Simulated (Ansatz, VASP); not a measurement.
**PdRu2W in two plane-wave programs**

One calculation is typed for both programs; each brings its own data sets. How far apart do they land? The cell is invented: Sites of the MoPdRu2 structure (space group 187) filled with other elements, volume scaled by an estimate. It may not be a known or stable phase. Valence electrons are named where the data sets of a main pair hold unlike numbers.

Calculated with Ansatz 0.2.0; plane waves, with VASP 6.6.1 beside it; relaxation of cell and atoms at PBE.

## 1. Set-up

It takes space group P-6m2 (No. 187, hexagonal). Conventional cell: a = 2.784 Å, b = 2.784 Å, c = 8.929 Å, α = 90.00°, β = 90.00°, γ = 120.00°. Nearest to W lie 6 Ru at 2.69 Å and 6 W at 2.78 Å. Nearest to Pd lie 6 Pd at 2.78 Å and 6 Ru at 2.81 Å. Nearest to Ru lie 3 W at 2.69 Å and 6 Ru at 2.78 Å and 3 Pd at 2.81 Å. Sites of the MoPdRu2 structure (space group 187) filled with other elements, volume scaled by an estimate. Farther neighbours are not listed.

## 2. Ansatz: relaxation of cell and atoms, PBE

Ansatz runs on its default PAW (the set named soft_2) files.

The relaxed volume is the usual yardstick between codes: in a stiff, nearly cubic crystal its relative difference is about their pressure difference at one cell divided by the bulk modulus.

The input, input.yaml:

```yaml
crystal:
  lattice:
    - [2.784202, 0.0, 0.0]
    - [-1.392101, 2.41119, 0.0]
    - [0.0, 0.0, 8.929193]
  atoms:
    - { symbol: W, position: [0.0, 0.0, 0.0] }
    - { symbol: Pd, position: [0.0, 0.0, 0.5] }
    - { symbol: Ru, position: [0.66666667, 0.33333333, 0.242151] }
    - { symbol: Ru, position: [0.66666667, 0.33333333, 0.757849] }
hamiltonian:
  xc: pbe
  pseudopotentials: { kind: paw }
kpoints:
  mp_grid: { grid: [9, 9, 3] }
scf:
  occupations: { method: fermi_dirac, width: 0.05 }
relax:
  f_tol: 0.01
  max_steps: 60
  cell: { stress_tol: 0.05 }
output:
  forces: true
  stress: true
  write_density: true
  write_potential: true
  elf: true
  volumetric_format: npy
```

Started as:

```sh
ansatz run input.yaml --threads 4 --pin off --max-ram 9216MiB --backend cpu --events-out ev --progress --plain --runs-dir out
```

Numbers of over 12 decimals in the logs are rounded to 6 here.

Output:

```text
Engine: ansatz 0.2.0, aarch64-unknown-linux-gnu
Pseudopotentials: kind: paw
Pseudopotential: W, paw, valence charge 14, recommended cutoff 420 eV (normal), W.paw.azcp
Pseudopotential: Pd, paw, valence charge 18, recommended cutoff 420 eV (normal), Pd.paw.azcp
Pseudopotential: Ru, paw, valence charge 16, recommended cutoff 420 eV (normal), Ru.paw.azcp
Functional definition: PBE
  parameter kappa = 0.804
  parameter beta = 0.066725
  exchange = pbe_x(kappa = kappa, mu = beta*pi^2/3)
  correlation = pbe_c(beta = beta)
Crystal: 4 atoms, lattice volume = 59.944 Å³
Basis set: ecut = 420 eV, 1169 PW (Γ), exchange–correlation on 40×40×120 points (8 copies of the dense FFT grid, shifted against one another)
Bands: 39, of which v1, the nominal top of the filled ones, is band 32 counted from 1 (31 counted from 0)
Symmetry: 12 space group operations
Space group: P-6m2 (ITA 187), of the structure as read, at distance tolerance 3.9e-5 Å
k-points: 24 of 243 (time reversal used)
Non-local potential: W, projectors of the file, l = 0: 3, l = 1: 2, l = 2: 2, l = 3: 1
Non-local potential: Pd, projectors of the file, l = 0: 2, l = 1: 2, l = 2: 2, l = 3: 1
Non-local potential: Ru, projectors of the file, l = 0: 3, l = 1: 2, l = 2: 2, l = 3: 1
PAW form: soft (Blöchl's): semilocal exchange-correlation on the pseudo side does not see the compensation charge
PAW one-centre angular grid: W, 590 points (default); XC on 64 Gauss nodes
PAW one-centre angular grid: Pd, 590 points (default); XC on 64 Gauss nodes
PAW one-centre angular grid: Ru, 590 points (default); XC on 64 Gauss nodes
Initial density: superposition of atomic densities (neutral atoms: chi_scale 0, normalization atom), corrected by the library's trained network
Initial wavefunctions: pseudopotential atomic-orbital guess
Functional: x = pbe(κ = 0.804, μ = 0.219515), c = pbe(β = 0.066725)
SCF iter   1: F=—  HF=-29114.730713 eV  |F-HF|=—  |Δ(HF+E_count)|=         —  Δρ=1.64e-2  dr2=8.28e-1  ethr=1.77e-3  ⟨swp⟩=6.2  Hψ=3233  notcnv=0
preconditioner: auto → Kerker (q_TF=auto, 2.758 Å⁻¹)  [metal: Δε(μ)=0.048 eV  Ē_g=5.297 eV  σ=0.050 eV  W_gap=0.23  n_scr=24 (ndim 8)  ℏωp=27.1 eV  f_vac=0.000  D(μ)=4.49/eV (n_scr^D=52)]
SCF iter   2: F=—  HF=-29114.707837 eV  |F-HF|=—  |Δ(HF+E_count)|=   2.29e-2  Δρ=8.37e-3  dr2=2.95e-1  ethr=1.29e-3  ⟨swp⟩=1.0  Hψ=1128  notcnv=0
SCF iter   3: F=—  HF=-29114.694344 eV  |F-HF|=—  |Δ(HF+E_count)|=   1.35e-2  Δρ=1.53e-3  dr2=1.12e-2  ethr=4.61e-4  ⟨swp⟩=1.6  Hψ=941  notcnv=0
SCF iter   4: F=—  HF=-29114.693802 eV  |F-HF|=—  |Δ(HF+E_count)|=   5.42e-4  Δρ=5.32e-4  dr2=6.80e-4  ethr=1.74e-5  ⟨swp⟩=1.0  Hψ=910  notcnv=0  defer=4
SCF iter   5: F=—  HF=-29114.693722 eV  |F-HF|=—  |Δ(HF+E_count)|=   8.03e-5  Δρ=1.79e-4  dr2=8.09e-5  ethr=1.06e-6  ⟨swp⟩=2.2  Hψ=1227  notcnv=0  defer=4
SCF iter   6: F=—  HF=-29114.693710 eV  |F-HF|=—  |Δ(HF+E_count)|=   1.21e-5  Δρ=4.42e-5  dr2=2.07e-6  ethr=1.26e-7  ⟨swp⟩=1.5  Hψ=1031  notcnv=0  defer=13
SCF iter   7: F=-29114.693709 eV  HF=-29114.693709 eV  |F-HF|=3.75e-8  |Δ(HF+E_count)|=   3.64e-7  Δρ=1.02e-5  dr2=7.65e-8  ethr=1.56e-10  ⟨swp⟩=7.0  Hψ=6460  notcnv=0
SCF 1 converged in 7 iterations: F = -29114.693709 eV  dr2 = 7.65e-8
  greatest PAW one-centre occupation: 1.000 electrons in one spin orbital (limit 2), on the W atom at site 0 (counted from 0), in its partial waves of l = 0
relax step   1: F+E_penalty+E_count = -29114.69370937 eV  Δ(F+E_penalty+E_count) = +0.000e0 eV  max|allowed force component| = 3.113e-4 eV/Å  Δτ_max = 0.0000 Å  P = -2.515 GPa  Ω = 59.944 Å³  (7 SCF iters, dr2 threshold 1.00e-7 eV, accepted)
[...]
relax step   2: F+E_penalty+E_count = -29114.68694768 eV  Δ(F+E_penalty+E_count) = +6.762e-3 eV  max|allowed force component| = 7.444e-2 eV/Å  Δτ_max = 0.0067 Å  P = +4.310 GPa  Ω = 58.362 Å³  energy of the carried Pulay correction = +6.637e-4 eV  (6 SCF iters, dr2 threshold 4.00e-7 eV, rejected (line search))
[...]
relax step   3: F+E_penalty+E_count = -29114.69907322 eV  Δ(F+E_penalty+E_count) = -5.364e-3 eV  max|allowed force component| = 1.183e-2 eV/Å  Δτ_max = 0.0039 Å  P = -0.063 GPa  Ω = 59.335 Å³  energy of the carried Pulay correction = +2.532e-4 eV  (9 SCF iters, accepted)
[...]
relax step   4: F+E_penalty+E_count = -29114.69910070 eV  Δ(F+E_penalty+E_count) = -2.747e-5 eV  max|allowed force component| = 4.555e-3 eV/Å  Δτ_max = 0.0007 Å  P = +0.016 GPa  Ω = 59.311 Å³  energy of the carried Pulay correction = +2.631e-4 eV  (6 SCF iters, dr2 threshold 2.23e-8 eV, accepted)
[...]
relax step   5: F+E_penalty+E_count = -29114.69880032 eV  Δ(F+E_penalty+E_count) = +3.004e-4 eV  max|allowed force component| = 4.623e-3 eV/Å  Δτ_max = 0.0000 Å  P = +0.022 GPa  Ω = 59.311 Å³  stress off target by 4.41e-2 GPa  SCF on the basis re-selected at this cell (its energy is not comparable with the rows above)  (10 SCF iters)
basis re-selected at this cell: Δ(F+E_penalty+E_count) = +3.004e-4 eV, ΔP = +0.007 GPa vs the last step (what re-selecting the basis moved, of the pressure what is left beyond the Pulay correction that the steps carried, after the strain that the cell walked since its last selection, with what the two solves' SCF thresholds leave and, on support functions, any second-order correction that the steps lacked; it is no m [...]
SCF converged after 10 iterations
Free energy (F): -29114.698800 eV
Harris-Foulkes:  -29114.698800 eV  (|F-HF|=3.64e-12)
Internal energy: -29114.659256 eV  (E = F + TS)
E sigma→0 (E₀):  -29114.679028 eV
Entropy (-TS):   -0.039544 eV (-9.886 meV/atom)
Fermi energy:    21.397146 eV
--- Per-component energies (eV) ---
  E_band       = -361.186333
  E_kinetic    = 1992.454598
  E_local      = -5137.137355  (includes V_loc(G=0)·N_el)
  E_nonlocal   = 904.801143
  E_hartree    = 1852.702226
  E_xc         = -816.417802
  E_vxc        = -928.457071  (∫ρ·V_xc dr)
  E_paw        = -19234.493688  (= ΣΔE_a)
  E_vpaw       = -898.251919  (= ΣTr[D̂ρ^β])
  E_aug_tail   = -0.000181  (compensation charges beyond the density's cutoff)
  E_ewald      = -8676.568197
  E_smearing   = -0.039544  (= −TS)
  E_closure    = -0.000000  (closes the sum)
  Σ components = -29114.698800   (vs F -29114.698800, Δ=0.00e0)
--- Forces (eV/Å), atoms counted from 1 ---
  atom   1  W      0.00000000    -0.00000000     0.00000000
  atom   2  Pd     0.00000000    -0.00000000     0.00000000
  atom   3  Ru     0.00000000     0.00000000     0.00462286
  atom   4  Ru     0.00000000     0.00000000    -0.00462286
  max |Σ_I F_I| component: 6.65e-17 eV/Å
--- Stress (GPa, compression-positive) ---
        0.011044       0.000000       0.000000
       -0.000000       0.011044       0.000000
        0.000000       0.000000       0.044132
  P = ⅓ Tr σ = 0.0221 GPa (0.221 kbar)
--- Band table (eV; the first three rows and the last of 24) ---
  k-point 0: bands = [... 28 lower, 20.0227, 20.0227, 20.3439, 20.5088, 20.5088, 21.6046, 21.6046, 22.6123, ... 3 higher]
  k-point 1: bands = [... 28 lower, 20.1750, 20.1750, 20.5192, 20.5192, 20.5234, 21.4666, 21.4666, 21.7470, ... 3 higher]
  k-point 2: bands = [... 28 lower, 19.9240, 20.0169, 20.2216, 20.6134, 20.7308, 20.7421, 21.5546, 22.8445, ... 3 higher]
  k-point 23: bands = [... 28 lower, 19.9158, 20.5643, 21.2507, 21.8305, 23.0071, 23.2026, 23.2666, 25.0558, ... 3 higher]
--- Relaxed structure (4 steps of the walk, 3 accepted, 1 SCFs on fresh bases) ---
  F+E_penalty+E_count = -29114.69880032 eV   max|allowed force component| = 4.623e-3 eV/Å   (the final SCF, on the basis selected at the relaxed cell)
  cell:  # Å, volume = 59.3115 Å³
    - [2.772775, 0.0, 0.0]
    - [-1.386387, 2.401293, 0.0]
    - [0.0, 0.0, 8.907975]
  atoms:
    - { symbol: W, position: [-9.251858607474694e-18, -1.8503717008154234e-17, 0.0] }
    - { symbol: Pd, position: [-9.251858607474694e-18, -1.8503717008154234e-17, 0.500000] }
    - { symbol: Ru, position: [0.666667, 0.333333, 0.242663] }
    - { symbol: Ru, position: [0.666667, 0.333333, 0.757337] }
```

Wall time 8.3 s (4 threads of Arm Neoverse V1, shared host); peak memory 0.41 GiB.

## 3. VASP: relaxation of cell and atoms, PBE

The same cell, functional, mesh and smearing now go to VASP, with its own data sets.

Lines of VASP's logs that name or quote its potential files are left out, and so is its time.

The input, INCAR:

```
SYSTEM = PdRu2W
PREC = Accurate
ENCUT = 400
EDIFF = 1E-06
NELM = 100
ISMEAR = -1
SIGMA = 0.05
LREAL = .FALSE.
ALGO = Normal
GGA = PE
NBANDS = 28
LORBIT = 11
LWAVE = .FALSE.
LCHARG = .FALSE.
KPAR = 2
IBRION = 2
NSW = 60
ISIF = 3
EDIFFG = -0.01
```

The input, POSCAR:

```
PdRu2W
1.0
    2.7842020000      0.0000000000      0.0000000000
   -1.3921010000      2.4111900000      0.0000000000
    0.0000000000      0.0000000000      8.9291930000
W Pd Ru
1 1 2
Direct
    0.0000000000      0.0000000000      0.0000000000
    0.0000000000      0.0000000000      0.5000000000
    0.6666666700      0.3333333300      0.2421510000
    0.6666666700      0.3333333300      0.7578490000
```

The input, KPOINTS:

```
Automatic mesh
0
Gamma
9 9 3
0 0 0
```

PAW data sets: W, Pd and Ru_pv (PBE family, release 64).

Started as:

```sh
mpirun -np 2 vasp_std
```

Output:

```text
[banner, memory and clock lines left out]
running    2 mpi-ranks, on    1 nodes
 distrk:  each k-point on    1 cores,    2 groups
 distr:  one band on    1 cores,    1 groups

 POSCAR found type information on POSCAR W PdRu
 POSCAR found :  3 types and       4 ions
 LDA part: xc-table for (Slater+PW92), standard interpolation
 POSCAR, INCAR and KPOINTS ok, starting setup
 FFT: planning ... GRIDC
 FFT: planning ... GRID_SOFT
 FFT: planning ... GRID
 WAVECAR not read
 entering main loop
       N       E                     dE             d eps       ncg     rms          rms(c)
DAV:   1     0.326893293554E+03    0.32689E+03   -0.22416E+04  1536   0.132E+03
DAV:   2    -0.264365460018E+02   -0.35333E+03   -0.34156E+03  1460   0.400E+02
DAV:   3    -0.386224247701E+02   -0.12186E+02   -0.11591E+02  1644   0.740E+01
DAV:   4    -0.388506566561E+02   -0.22823E+00   -0.22733E+00  1548   0.939E+00
DAV:   5    -0.388566433176E+02   -0.59867E-02   -0.59756E-02  1692   0.145E+00    0.273E+01
DAV:   6    -0.397576912599E+02   -0.90105E+00   -0.31234E+01  1640   0.375E+01    0.181E+01
DAV:   7    -0.373911046883E+02    0.23666E+01   -0.20932E+01  1676   0.292E+01    0.877E+00
DAV:   8    -0.364986175353E+02    0.89249E+00   -0.52935E+00  1660   0.155E+01    0.493E+00
DAV:   9    -0.363650280625E+02    0.13359E+00   -0.11811E+00  1564   0.829E+00    0.201E+00
DAV:  10    -0.363498682115E+02    0.15160E-01   -0.21025E-01  1472   0.369E+00    0.105E+00
DAV:  11    -0.363407119206E+02    0.91563E-02   -0.46859E-02  1560   0.197E+00    0.258E-01
DAV:  12    -0.363404955224E+02    0.21640E-03   -0.19359E-03  1500   0.297E-01    0.116E-01
DAV:  13    -0.363404104931E+02    0.85029E-04   -0.45063E-04  1640   0.163E-01    0.258E-02
DAV:  14    -0.363404120605E+02   -0.15673E-05   -0.32711E-05  1508   0.373E-02    0.759E-03
DAV:  15    -0.363404120610E+02   -0.56662E-09   -0.22983E-06  1032   0.112E-02
   1 F= -.36340412E+02 E0= -.36319895E+02  d E =-.363404E+02
[... from here on, the cycles between the ionic steps are left out ...]
   2 F= -.36275542E+02 E0= -.36257424E+02  d E =0.648703E-01
   3 F= -.36351256E+02 E0= -.36331416E+02  d E =-.108444E-01
   4 F= -.36351258E+02 E0= -.36331429E+02  d E =-.108461E-01
   5 F= -.36351692E+02 E0= -.36332249E+02  d E =-.433449E-03
   6 F= -.36351689E+02 E0= -.36332282E+02  d E =-.431118E-03
   7 F= -.36351692E+02 E0= -.36332267E+02  d E =-.433476E-03
   8 F= -.36351692E+02 E0= -.36332265E+02  d E =-.434112E-03
 curvature:  -0.17 expect dE=-0.230E-04 dE for cont linesearch -0.450E-06
 ZBRENT: accuracy reached
 trial: gam= 0.18153 g(F)=  0.524E-04 g(S)=  0.836E-04 ort =-0.521E-04 (trialstep = 0.861E+00)
 search vector abs. value=  0.151E-03
 bond charge predicted
       N       E                     dE             d eps       ncg     rms          rms(c)
DAV:   1    -0.363516264722E+02    0.65958E-04   -0.37849E-02  1440   0.256E+00    0.714E-02
DAV:   2    -0.363517853317E+02   -0.15886E-03   -0.25101E-03  1344   0.429E-01    0.390E-02
DAV:   3    -0.363517755213E+02    0.98104E-05   -0.15820E-04  1692   0.982E-02    0.421E-02
DAV:   4    -0.363517552687E+02    0.20253E-04   -0.64386E-05  1660   0.603E-02    0.163E-02
DAV:   5    -0.363517572746E+02   -0.20059E-05   -0.27151E-05  1556   0.360E-02    0.173E-02
DAV:   6    -0.363517540172E+02    0.32574E-05   -0.19366E-05  1412   0.325E-02    0.731E-03
DAV:   7    -0.363517542713E+02   -0.25412E-06   -0.72384E-07   704   0.616E-03
   9 F= -.36351754E+02 E0= -.36332295E+02  d E =-.619750E-04
 trial-energy change:   -0.000062  1 .order   -0.000069   -0.000109   -0.000029
 step:   1.1680(harm=  1.1680)  dis= 0.00203  next Energy=   -36.351766 (dE=-0.739E-04)
 reached required accuracy - stopping structural energy minimisation
```

(Continued in part 2 of 2.)

[Lines on the potential files, build, host, timing and source positions are cut from VASP's logs without a mark.]

[Logs are printed without paths, hosts, clocks, repeated set-up lines and the standing remarks that a program may print on its own settings, such as how far it seeks lower states.]

[Hosts, paths, dates, database ids (printed as entryN), source tags and the programs' standing remarks are cut or masked in the printed files.]
